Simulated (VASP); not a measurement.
The input files of a VASP run:

### KPOINTS
```
Automatic mesh
0
Gamma
7 7 7
0 0 0
```

INCAR:
```
# general
SYSTEM  = NaI
PREC    = Accurate
ENCUT   = 480
LREAL   = .FALSE.
LASPH   = .TRUE.

# electronic loop
EDIFF   = 1E-6
NELM    = 100
ALGO    = Normal
LMAXMIX = 4

# smearing
ISMEAR  = 0
SIGMA   = 0.05

# functional
GGA     = PS

# ions
IBRION  = 2
NSW     = 60
ISIF    = 3
EDIFFG  = -0.01

# output
LWAVE   = .FALSE.
LCHARG  = .FALSE.
```

POSCAR:
```
NaI
1
   -0.0000000000     3.2046230446     3.2046230446
    3.2046230446     0.0000000000     3.2046230446
    3.2046230446     3.2046230446    -0.0000000000
Na I
1 1
Direct
  0.0000000000   0.0000000000   0.0000000000
  0.5000000000   0.5000000000   0.5000000000
```

POTCAR, in this order: Na_pv I (PBE.64 set). Program: vasp_std.

Q: Write an equivalent input for Ansatz.

A: One equivalent input (not run):
Ansatz 0.2 input:
```yaml
crystal:
  lattice:
    - [0.0000000, 3.2046230, 3.2046230]
    - [3.2046230, 0.0000000, 3.2046230]
    - [3.2046230, 3.2046230, 0.0000000]
  atoms:
    - { symbol: Na, position: [0.0000000, 0.0000000, 0.0000000] }
    - { symbol: I, position: [0.5000000, 0.5000000, 0.5000000] }
kpoints:
  mp_grid: { grid: [7, 7, 7] }
hamiltonian:
  xc: pbesol
  pseudopotentials: { kind: paw }
scf:
  occupations: { method: gaussian, width: 0.05 }
  max_iter: 100
relax:
  max_steps: 60
  f_tol: 0.01
  cell: {}
output: { forces: true, stress: true, eigenvalues: true }
```
What does not carry over: each code has its own PAW files, so the cut-off isn't converted (ENCUT is set for VASP's; basis.ecutwfc is left out, and Ansatz then takes the one that its files recommend); Ansatz stops its SCF on the density residual and VASP on the energy change (EDIFF).

The compound is NaI in the rock salt structure. It was relaxed first. The start is the result of an earlier pass.
